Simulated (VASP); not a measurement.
## Band gap of AlN: mesh and cell

Aim: test what besides the functional moves the gap of AlN. The starting structure is a measured crystal structure from the Crystallography Open Database. The atoms were first relaxed with LDA in that cell, in a run that isn't shown, and the relaxed structure is the one below.

Calculated with VASP 6.6.1; Kohn-Sham DFT with plane waves and PAW; LDA.

### Step 1. The starting structure

Symmetry: P6_3mc, No. 186, hexagonal system. The conventional cell has a = 3.081 Å, b = 3.081 Å, c = 5.031 Å, α = 90.00°, β = 90.00°, γ = 120.00°. Al has 4 N at 1.88 to 1.90 Å nearest. N has 4 Al at 1.88 to 1.90 Å nearest. Farther neighbours and most contacts between anions are not listed.

Structure file:

```cif
data_structure
_symmetry_space_group_name_H-M 'P 1'
_symmetry_Int_Tables_number 1
_cell_length_a 3.0810
_cell_length_b 3.0810
_cell_length_c 5.0310
_cell_angle_alpha 90.000
_cell_angle_beta 90.000
_cell_angle_gamma 120.000
_cell_volume 41.36
loop_
_atom_site_label
_atom_site_type_symbol
_atom_site_fract_x
_atom_site_fract_y
_atom_site_fract_z
_atom_site_occupancy
Al1 Al 0.66667 0.33333 0.50185 1
Al2 Al 0.33333 0.66667 0.00185 1
N3 N 0.66667 0.33333 0.88015 1
N4 N 0.33333 0.66667 0.38015 1
```

### Step 2. Reference bands

Contents of INCAR:

```
SYSTEM = AlN
PREC = Accurate
ENCUT = 460
EDIFF = 1E-06
NELM = 100
ISMEAR = 0
SIGMA = 0.03
LREAL = .FALSE.
ALGO = Normal
GGA = CA
NBANDS = 22
LORBIT = 11
LWAVE = .FALSE.
LCHARG = .FALSE.
KPAR = 8
LASPH = .TRUE.
```

Contents of POSCAR:

```
AlN
1.0
    3.0810000000      0.0000000000      0.0000000000
   -1.5405000000      2.6682242691      0.0000000000
    0.0000000000      0.0000000000      5.0310000000
Al N
2 2
Direct
    0.6666666667      0.3333333333      0.5018479882
    0.3333333333      0.6666666667      0.0018479882
    0.6666666667      0.3333333333      0.8801520118
    0.3333333333      0.6666666667      0.3801520118
```

Contents of KPOINTS:

```
Automatic mesh
0
Gamma
9 9 4
0 0 0
```

Contents of KPOINTS_OPT:

```
Line mode
10
Line-mode
Reciprocal
  0.00000000   0.00000000   0.00000000 GAMMA
  0.50000000   0.00000000   0.00000000 M

  0.50000000   0.00000000   0.00000000 M
  0.33333333   0.33333333   0.00000000 K

  0.33333333   0.33333333   0.00000000 K
  0.00000000   0.00000000   0.00000000 GAMMA

  0.00000000   0.00000000   0.00000000 GAMMA
  0.00000000   0.00000000   0.50000000 A

  0.00000000   0.00000000   0.50000000 A
  0.50000000   0.00000000   0.50000000 L

  0.50000000   0.00000000   0.50000000 L
  0.33333333   0.33333333   0.50000000 H

  0.33333333   0.33333333   0.50000000 H
  0.00000000   0.00000000   0.50000000 A

  0.50000000   0.00000000   0.50000000 L
  0.50000000   0.00000000   0.00000000 M

  0.33333333   0.33333333   0.00000000 K
  0.33333333   0.33333333   0.50000000 H
```

PAW data sets: Al and N (LDA family, release 64).

Launch:

```bash
$ mpirun -np 8 vasp_std
```

Log:

```text
[banner, memory and clock lines left out]
running    8 mpi-ranks, on    1 nodes
 distrk:  each k-point on    1 cores,    8 groups
 distr:  one band on    1 cores,    1 groups

 POSCAR found type information on POSCAR AlN
 POSCAR found :  2 types and       4 ions
|                                                                             |
|           W    W    AA    RRRRR   N    N  II  N    N   GGGG   !!!           |
|           W    W   A  A   R    R  NN   N  II  NN   N  G    G  !!!           |
|           W    W  A    A  R    R  N N  N  II  N N  N  G       !!!           |
|           W WW W  AAAAAA  RRRRR   N  N N  II  N  N N  G  GGG   !            |
|           WW  WW  A    A  R   R   N   NN  II  N   NN  G    G                |
|           W    W  A    A  R    R  N    N  II  N    N   GGGG   !!!           |
|                                                                             |
|     For optimal performance we recommend to set                             |
|       NCORE = 2 up to number-of-cores-per-socket                            |
|     NCORE specifies how many cores store one orbital (NPAR=cpu/NCORE).      |
|     This setting can greatly improve the performance of VASP for DFT.       |
|     The default, NCORE=1 might be grossly inefficient on modern             |
|     multi-core architectures or massively parallel machines. Do your        |
|     Unfortunately you need to use the default for GW and RPA                |
|     calculations (for HF NCORE is supported but not extensively tested      |
|     yet).                                                                   |
|                                                                             |

 LDA part: xc-table for (Slater(with rela. corr.)+CA(PZ))
 , standard interpolation
 POSCAR, INCAR and KPOINTS ok, starting setup
 FFT: planning ... GRIDC
 FFT: planning ... GRID_SOFT
 FFT: planning ... GRID
 WAVECAR not read
 entering main loop
       N       E                     dE             d eps       ncg     rms          rms(c)
DAV:   1     0.249251128799E+02    0.24925E+02   -0.62776E+03  1584   0.584E+02
DAV:   2    -0.357922928333E+02   -0.60717E+02   -0.57339E+02  1964   0.141E+02
DAV:   3    -0.379109247075E+02   -0.21186E+01   -0.21080E+01  1980   0.241E+01
DAV:   4    -0.379210423513E+02   -0.10118E-01   -0.10117E-01  1788   0.195E+00
DAV:   5    -0.379211440156E+02   -0.10166E-03   -0.10166E-03  1974   0.189E-01    0.123E+01
DAV:   6    -0.329454436657E+02    0.49757E+01   -0.76142E+00  1806   0.174E+01    0.426E+00
DAV:   7    -0.328966493208E+02    0.48794E-01   -0.51492E-01  1914   0.359E+00    0.293E+00
DAV:   8    -0.328362360297E+02    0.60413E-01   -0.75165E-02  1758   0.175E+00    0.404E-01
DAV:   9    -0.328332433088E+02    0.29927E-02   -0.44995E-03  1932   0.439E-01    0.241E-01
DAV:  10    -0.328334475524E+02   -0.20424E-03   -0.78633E-04  1668   0.144E-01    0.164E-01
DAV:  11    -0.328333575900E+02    0.89962E-04   -0.12123E-04  1848   0.661E-02    0.259E-02
DAV:  12    -0.328333569217E+02    0.66828E-06   -0.19043E-06  1796   0.771E-03
   1 F= -.32833357E+02 E0= -.32833357E+02  d E =-.316084E-25
 Start KPOINTS_OPT (optional k-point list driver)
k-point batch [1-36\90]
       N       E                     dE             ncg
DAV:   1     0.261486339825E+04   -0.10963E+05     1584
DAV:   2     0.588424682362E+03   -0.20264E+04     2006
DAV:   3     0.510152708537E+03   -0.78272E+02     1962
DAV:   4     0.509779505047E+03   -0.37320E+00     1776
DAV:   5     0.509775775051E+03   -0.37300E-02     1932
DAV:   6     0.509775719591E+03   -0.55461E-04     1764
DAV:   7     0.509775718748E+03   -0.84246E-06     1656
[...]
k-point batch [73-90\90]
       N       E                     dE             ncg
DAV:   1     0.105950429950E+05   -0.10258E+05      792
DAV:   2     0.967255383338E+04   -0.92249E+03     1054
DAV:   3     0.964039034824E+04   -0.32163E+02      996
DAV:   4     0.964022923540E+04   -0.16111E+00      906
DAV:   5     0.964022751630E+04   -0.17191E-02      966
DAV:   6     0.964022749101E+04   -0.25294E-04      882
DAV:   7     0.964022749064E+04   -0.37303E-06      816
```

Wall time 9.6 s (8 MPI ranks of AMD EPYC 7R43, shared host); peak memory 1.1 GiB; 57 s of CPU time.

The logs omit lines about the potential files and the build; timing stands in the text.

Parts of OUTCAR (step 2):

```text
ion  position               nearest neighbor table
   1  0.667  0.333  0.502-   4 1.88   4 1.88   4 1.88   3 1.90   2 3.08   2 3.08   2 3.08   2 3.08
                             2 3.08   2 3.08
   2  0.333  0.667  0.002-   3 1.88   3 1.88   3 1.88   4 1.90   1 3.08   1 3.08   1 3.08   1 3.08
                             1 3.08   1 3.08
   3  0.667  0.333  0.880-   2 1.88   2 1.88   2 1.88   1 1.90
   4  0.333  0.667  0.380-   1 1.88   1 1.88   1 1.88   2 1.90

  LATTYP: Found a hexagonal cell.
 ALAT       =     3.0810000000
 C/A-ratio  =     1.6329113924

 Subroutine GETGRP returns: Found 12 space group operations
 (whereof  6 operations were pure point group operations)

The static configuration has the point symmetry C_3v.
 The point group associated with its full space group is C_6v.

 Found     36 irreducible k-points:

   k-points           NKPTS =     36   k-points in BZ     NKDIM =     36   number of bands    NBANDS=     22

   dimension x,y,z NGX =    24 NGY =   24 NGZ =   36
   dimension x,y,z NGXF=    48 NGYF=   48 NGZF=   72

   ENCUT  =  460.0 eV  33.81 Ry    5.81 a.u.   5.39  5.39  8.80*2*pi/ulx,y,z

   NELECT =      16.0000    total number of electrons

 k-points in reciprocal lattice and weights: Automatic mesh
   0.00000000  0.00000000  0.00000000       0.003
   0.11111111  0.00000000  0.00000000       0.019
   0.22222222 -0.00000000  0.00000000       0.019
   0.33333333 -0.00000000  0.00000000       0.019
   0.44444444 -0.00000000  0.00000000       0.019
   0.11111111  0.11111111  0.00000000       0.019
   0.22222222  0.11111111  0.00000000       0.037
   0.33333333  0.11111111  0.00000000       0.037
   0.44444444  0.11111111  0.00000000       0.019
[...]
0.33333333  0.22222222  0.50000000       0.037
   0.33333333  0.33333333  0.50000000       0.006

 average (electrostatic) potential at core
       1 -69.8116       2 -69.8116       3 -59.8077       4 -59.8077

 E-fermi :   6.0721

 k-point     1 :       0.0000    0.0000    0.0000
  band No.  band energies     occupation
    ...
      4       5.2139      2.00000
      5       5.2139      2.00000
      6       5.8181      2.00000
      7       5.8181      2.00000
      8       5.8624      2.00000
      9      10.2735      0.00000
     10      12.7989      0.00000
     11      16.4041      0.00000
     12      17.1954      0.00000
     13      17.1954      0.00000
    ...

 k-point     2 :       0.1111    0.0000    0.0000
  band No.  band energies     occupation
    ...
      4       4.4856      2.00000
      5       5.0115      2.00000
      6       5.1321      2.00000
      7       5.7843      2.00000
      8       5.8005      2.00000
      9      10.9352      0.00000
     10      13.4073      0.00000
     11      15.7582      0.00000
     12      16.2435      0.00000
     13      17.6474      0.00000
    ...

 k-point     3 :       0.2222   -0.0000    0.0000
  band No.  band energies     occupation
    ...
      4       2.9329      2.00000
      5       3.8399      2.00000
      6       4.5967      2.00000
      7       5.5637      2.00000
      8       5.6388      2.00000
      9      11.9930      0.00000
     10      13.8257      0.00000
     11      14.1833      0.00000
     12      15.8953      0.00000
     13      17.7290      0.00000
    ...

  Total       -0.1352172     -0.1352172     -1.5967863      0.0000000      0.0000000      0.0000000
  in kB       -5.2381057     -5.2381057    -61.8570267      0.0000000      0.0000000      0.0000000
  external PRESSURE =     -24.1110794 kB  Pullay stress =       0.0000000 kB

  energy-cutoff  :      460.00
  volume of cell :       41.36
      direct lattice vectors                 reciprocal lattice vectors
     3.081000000  0.000000000  0.000000000     0.324569945  0.187390545  0.000000000
    -1.540500000  2.668224269  0.000000000     0.000000000  0.374781090  0.000000000
     0.000000000  0.000000000  5.031000000     0.000000000  0.000000000  0.198767641

 POSITION                                       TOTAL-FORCE (eV/Angst)
 -----------------------------------------------------------------------------------
      1.54050      0.88941      2.52480        -0.000000      0.000000      0.000194
     -0.00000      1.77882      0.00930        -0.000000     -0.000000      0.000194
      1.54050      0.88941      4.42804         0.000000      0.000000     -0.000194
     -0.00000      1.77882      1.91254         0.000000     -0.000000     -0.000194
 -----------------------------------------------------------------------------------
    total drift:                               -0.000000      0.000000     -0.000477

  FREE ENERGIE OF THE ION-ELECTRON SYSTEM (eV)
  ---------------------------------------------------
  free  energy   TOTEN  =       -32.8333569217 eV

  energy  without entropy=      -32.8333569217  energy(sigma->0) =      -32.83335692

 total charge
# of ion       s       p       d       tot
------------------------------------------
    1        0.377   0.457   0.000   0.834
    2        0.377   0.457   0.000   0.834
    3        1.215   2.614   0.000   3.829
    4        1.215   2.614   0.000   3.829
--------------------------------------------------
tot          3.184   6.143   0.000   9.327

[... 3 further parts left out ...]
```

At this level the cell is under a tension of 2.4 GPa, so at these settings it is away from equilibrium.

The reference gap is 4.411 eV.

### Step 3. Bands with cell and atoms relaxed by LDA

Against step 2 the input has another starting structure. The cell comes from a relaxation at this level, not shown (40.97 Å³).

INCAR is that of step 2.

Contents of POSCAR:

```
AlN
1.0
    3.0915508269      0.0000000000      0.0000000000
   -1.5457754134      2.6773615532      0.0000000000
    0.0000000000      0.0000000000      4.9494038050
Al N
2 2
Direct
    0.6666666667      0.3333333333      0.5000634996
    0.3333333333      0.6666666667      0.0000634996
    0.6666666667      0.3333333333      0.8819365004
    0.3333333333      0.6666666667      0.3819365004
```

KPOINTS is that of step 2.

KPOINTS_OPT is that of step 2.

Launch:

```bash
$ mpirun -np 8 vasp_std
```

Log:

```text
[banner, memory and clock lines left out]
running    8 mpi-ranks, on    1 nodes
[...]
[... a notice as in an earlier step ...]

 LDA part: xc-table for (Slater(with rela. corr.)+CA(PZ))
 , standard interpolation
 POSCAR, INCAR and KPOINTS ok, starting setup
[...]
entering main loop
       N       E                     dE             d eps       ncg     rms          rms(c)
DAV:   1     0.260922342622E+02    0.26092E+02   -0.62645E+03  1584   0.587E+02
DAV:   2    -0.356907197390E+02   -0.61783E+02   -0.58248E+02  1992   0.142E+02
DAV:   3    -0.379592043482E+02   -0.22685E+01   -0.22562E+01  1962   0.249E+01
DAV:   4    -0.379696479614E+02   -0.10444E-01   -0.10443E-01  1824   0.199E+00
[...]
DAV:  10    -0.328449555866E+02   -0.20306E-03   -0.77859E-04  1740   0.143E-01    0.163E-01
DAV:  11    -0.328448674870E+02    0.88100E-04   -0.11861E-04  1848   0.654E-02    0.261E-02
DAV:  12    -0.328448668050E+02    0.68199E-06   -0.19010E-06  1808   0.770E-03
   1 F= -.32844867E+02 E0= -.32844867E+02  d E =-.370962E-11
 Start KPOINTS_OPT (optional k-point list driver)
k-point batch [1-36\90]
       N       E                     dE             ncg
DAV:   1     0.262352927476E+04   -0.10802E+05     1584
DAV:   2     0.625849756239E+03   -0.19977E+04     1966
DAV:   3     0.552051370038E+03   -0.73798E+02     1932
DAV:   4     0.551704448810E+03   -0.34692E+00     1794
DAV:   5     0.551700939662E+03   -0.35091E-02     1938
DAV:   6     0.551700888771E+03   -0.50891E-04     1814
DAV:   7     0.551700888020E+03   -0.75085E-06     1626
[...]
k-point batch [73-90\90]
       N       E                     dE             ncg
DAV:   1     0.108358141452E+05   -0.10497E+05      792
DAV:   2     0.987867751353E+04   -0.95714E+03     1046
DAV:   3     0.984559878148E+04   -0.33079E+02      990
DAV:   4     0.984543610036E+04   -0.16268E+00      918
DAV:   5     0.984543441835E+04   -0.16820E-02      978
DAV:   6     0.984543439412E+04   -0.24227E-04      926
DAV:   7     0.984543439377E+04   -0.34991E-06      834
```

Run time: 11 s. Hardware: 8 MPI ranks; peak memory 1.1 GiB.

From OUTCAR (step 3):

```text
  Total       -0.1641095     -0.1641095     -0.1748534     -0.0000000      0.0000000      0.0000000
  in kB       -6.4181226     -6.4181226     -6.8383045     -0.0000000      0.0000000      0.0000000
  external PRESSURE =      -6.5581832 kB  Pullay stress =       0.0000000 kB

 POSITION                                       TOTAL-FORCE (eV/Angst)
 -----------------------------------------------------------------------------------
      1.54578      0.89245      2.47502         0.000000     -0.000000     -0.002079
     -0.00000      1.78491      0.00031        -0.000000      0.000000     -0.002079
      1.54578      0.89245      4.36506        -0.000000      0.000000      0.002079
     -0.00000      1.78491      1.89036         0.000000     -0.000000      0.002079
 -----------------------------------------------------------------------------------
    total drift:                               -0.000000      0.000000     -0.000600

  FREE ENERGIE OF THE ION-ELECTRON SYSTEM (eV)
  ---------------------------------------------------
  free  energy   TOTEN  =       -32.8448668050 eV

  energy  without entropy=      -32.8448668050  energy(sigma->0) =      -32.84486680

[... 1 part as in an earlier step ...]

[... 2 further parts left out ...]
[key lines of the parts left out:]
E-fermi :   6.2030
```

With cell and atoms relaxed by LDA the gap is 4.398 eV, -0.013 eV from the reference.

### Step 4. Bands with a 12×12×6 mesh

Against step 2 the input has a 12×12×6 mesh.

INCAR is that of step 3.

Contents of POSCAR:

```
AlN
1.0
    3.0810000000      0.0000000000      0.0000000000
   -1.5405000000      2.6682242691      0.0000000000
    0.0000000000      0.0000000000      5.0310000000
Al N
2 2
Direct
    0.6666666667      0.3333333333      0.5018479882
    0.3333333333      0.6666666667      0.0018479882
    0.6666666667      0.3333333333      0.8801520118
    0.3333333333      0.6666666667      0.3801520118
```

Contents of KPOINTS:

```
Automatic mesh
0
Gamma
12 12 6
0 0 0
```

KPOINTS_OPT is that of step 3.

Launch:

```bash
$ mpirun -np 8 vasp_std
```

Log:

```text
[... set-up lines as in an earlier step ...]
 entering main loop
       N       E                     dE             d eps       ncg     rms          rms(c)
DAV:   1     0.266656296680E+02    0.26666E+02   -0.64077E+03  3344   0.590E+02
DAV:   2    -0.355703954070E+02   -0.62236E+02   -0.58702E+02  4192   0.141E+02
DAV:   3    -0.379100285914E+02   -0.23396E+01   -0.23263E+01  4202   0.249E+01
DAV:   4    -0.379209981114E+02   -0.10970E-01   -0.10969E-01  3874   0.202E+00
[...]
DAV:  10    -0.328334210192E+02   -0.20428E-03   -0.78409E-04  3590   0.144E-01    0.165E-01
DAV:  11    -0.328333308033E+02    0.90216E-04   -0.12132E-04  3926   0.662E-02    0.260E-02
DAV:  12    -0.328333301375E+02    0.66580E-06   -0.18968E-06  3794   0.770E-03
   1 F= -.32833330E+02 E0= -.32833330E+02  d E =-.205799E-13
 Start KPOINTS_OPT (optional k-point list driver)
k-point batch [1-76\90]
       N       E                     dE             ncg
DAV:   1     0.545986195862E+04   -0.26993E+05     3344
DAV:   2     0.120101696562E+04   -0.42588E+04     4254
DAV:   3     0.104272216779E+04   -0.15829E+03     4206
DAV:   4     0.104197246491E+04   -0.74970E+00     3830
DAV:   5     0.104196490372E+04   -0.75612E-02     4088
DAV:   6     0.104196479337E+04   -0.11036E-03     3752
DAV:   7     0.104196479172E+04   -0.16480E-05     3448
DAV:   8     0.104196479151E+04   -0.20389E-06     2598
k-point batch [77-90\90]
       N       E                     dE             ncg
DAV:   1     0.269331192423E+05   -0.81177E+04      616
DAV:   2     0.261997368291E+05   -0.73338E+03      836
DAV:   3     0.261735708631E+05   -0.26166E+02      754
DAV:   4     0.261734409868E+05   -0.12988E+00      718
DAV:   5     0.261734396385E+05   -0.13482E-02      736
DAV:   6     0.261734396189E+05   -0.19654E-04      720
DAV:   7     0.261734396186E+05   -0.28795E-06      612
```

Wall time 13 s (8 MPI ranks); peak memory 1.3 GiB; 80 s of CPU time.

From OUTCAR (step 4):

```text
  Total       -0.1356801     -0.1356801     -1.5959933      0.0000000      0.0000000      0.0000000
  in kB       -5.2560362     -5.2560362    -61.8263072      0.0000000      0.0000000      0.0000000
  external PRESSURE =     -24.1127932 kB  Pullay stress =       0.0000000 kB

 POSITION                                       TOTAL-FORCE (eV/Angst)
 -----------------------------------------------------------------------------------
      1.54050      0.88941      2.52480        -0.000000     -0.000000      0.000166
     -0.00000      1.77882      0.00930        -0.000000      0.000000      0.000166
      1.54050      0.88941      4.42804        -0.000000      0.000000     -0.000166
     -0.00000      1.77882      1.91254         0.000000     -0.000000     -0.000166
 -----------------------------------------------------------------------------------
    total drift:                               -0.000000      0.000000     -0.000475

  FREE ENERGIE OF THE ION-ELECTRON SYSTEM (eV)
  ---------------------------------------------------
  free  energy   TOTEN  =       -32.8333301375 eV

  energy  without entropy=      -32.8333301375  energy(sigma->0) =      -32.83333014

[... 1 part as in an earlier step ...]

[... 2 further parts left out ...]
[key lines of the parts left out:]
E-fermi :   5.9988
```

With a 12×12×6 mesh the gap is 4.411 eV, +0.000 eV from the reference.

### Step 5. All runs side by side

```tsv
run	gap (eV)	change (eV)	core minutes
reference	4.411	-	1.28
cell and atoms relaxed by LDA	4.398	-0.013	1.41
a 12×12×6 mesh	4.411	0.0	1.76
```

Core minutes are wall time times ranks of the run shown, on a shared host.

### Step 6. What came out

```
reference gap                          : 4.411 eV
gap with cell and atoms relaxed by LDA : 4.398 eV
gap with a 12×12×6 mesh                : 4.411 eV
```

What this shows: Among the runs that read a gap along the path, the one with cell and atoms relaxed by LDA moves it most, by -0.013 eV. On finer settings it changes by +0.000 eV with a 12×12×6 mesh. The functional's own error isn't tested here. Further runs on this material are not shown.

[Lines on the potential files, build, host, timing and source positions are cut from VASP's logs without a mark.]

[Logs are printed without paths, hosts, clocks, repeated set-up lines and the standing remarks that a program may print on its own settings, such as how far it seeks lower states.]

[Hosts, paths, dates, database ids (printed as entryN), source tags and the programs' standing remarks are cut or masked in the printed files.]
